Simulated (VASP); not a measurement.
Here is the system:

Al is taken in the cubic space group Fm-3m (No. 225), the fcc (Cu type) structure, Pearson symbol cF4. Cell: a = b = c = 4.014 Å, α = β = γ = 90.00°. Al on 4a is coordinated by 12 Al at 2.838 Å (cuboctahedral). (Neighbours: up to the widest gap in distance over summed covalent radii, below 1.35, at either atom.)
(The calculation used a cell of 1 atom; values per cell refer to that cell.)

These are MS2 meta-GGA, VASP's PBE PAW potentials (set 64) (plane waves; VASP) values and carry that method's errors. Settings: 520 eV cut-off, 16×16×16 Γ-centred mesh, first-order Methfessel-Paxton smearing of 0.10 eV, potentials Al.

Give the energy at these volumes per atom, relative to the lowest: 15.15, 15.63, 16.12, 16.60, 17.08 Å³.

18.7, 4.8, 0.0, 2.9, 12.3 meV/atom. A third-order Birch-Murnaghan fit gives B0 = 83.6 GPa and B0′ = 4.2.

Measured: bulk modulus 80.8 GPa at 0 K (computed value off by +3.4 %), as given by H. Levämäki et al., Physical Review B (2014), arXiv:1402.3671 [corrected for temperature and zero-point phonon effects]; a 4.018 Å at 0 K (computed value off by -0.1 %), as given by Daniel Mejia-Rodriguez et al., Physical Review B (2018), arXiv:1807.09216 [static lattice: zero-point anharmonic expansion removed].

The compound is Al in the fcc structure. It was relaxed first.
